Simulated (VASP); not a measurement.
Crystal: TlGa.

```
Tl Ga
1.0
     3.65214    0.00000    0.00000
    -1.82607    3.16285    0.00000
     0.00000    0.00000    5.86829
Tl Ga
1 1
Direct
  0.33333 0.66667 0.50000
  0.00000 0.00000 0.00000
```

The cell was built by a generator and needn't be a form met in nature.

| Property | Result |
| --- | --- |
| Program | VASP 6.6.1 |
| Task | relaxation of cell and atoms |
| Functional | PBE |
| Potentials or basis | VASP PAW PBE potentials, release 64 (Tl_d, Ga_d) |
| Cutoff | 600 eV |
| k mesh | 8 × 8 × 5 |
| Occupations | methfessel-paxton, width 0.1 eV |
| Spin | no spin polarisation |

At the start: pressure -4.4 GPa; volume 33.89 Å³/atom.

Problem. Where does the relaxation end?

Solution. Over 9 steps the energy falls by 139.4 meV/atom and the volume is 25.99 Å³/atom (-23.3 %); space group P-6m2 (No. 187, to 0.05 Å).

The path:
| step | energy change (eV) | largest force (eV/Å) | pressure (GPa) | volume (Å³) |
| --- | --- | --- | --- | --- |
| 1 | 0.0000 | 0.0000 | -4.38 | 67.79 |
| 2 | -0.2039 | 0.0000 | -2.84 | 59.09 |
| 3 | -0.2705 | 0.0000 | -0.71 | 53.47 |
| 4 | -0.2732 | 0.0000 | 0.22 | 51.93 |
| 5 | -0.2734 | 0.0000 | -0.09 | 52.29 |
| 6 | -0.2764 | 0.0000 | -0.05 | 52.18 |
| 7 | -0.2786 | 0.0000 | 0.05 | 51.92 |
| 8 | -0.2788 | 0.0000 | -0.05 | 52.01 |
| 9 | -0.2789 | 0.0000 | -0.02 | 51.98 |

Final structure:
```cif
data_structure
_symmetry_space_group_name_H-M 'P 1'
_symmetry_Int_Tables_number 1
_cell_length_a 3.3107
_cell_length_b 3.3107
_cell_length_c 5.4764
_cell_angle_alpha 90.000
_cell_angle_beta 90.000
_cell_angle_gamma 120.000
_cell_volume 51.98
loop_
_atom_site_label
_atom_site_type_symbol
_atom_site_fract_x
_atom_site_fract_y
_atom_site_fract_z
_atom_site_occupancy
Tl1 Tl 0.33333 0.66667 0.50000 1
Ga1 Ga 0.00000 0.00000 0.00000 1
```

Caveat: the volume moved by over 15 % at a fixed basis, so the end points are rough.
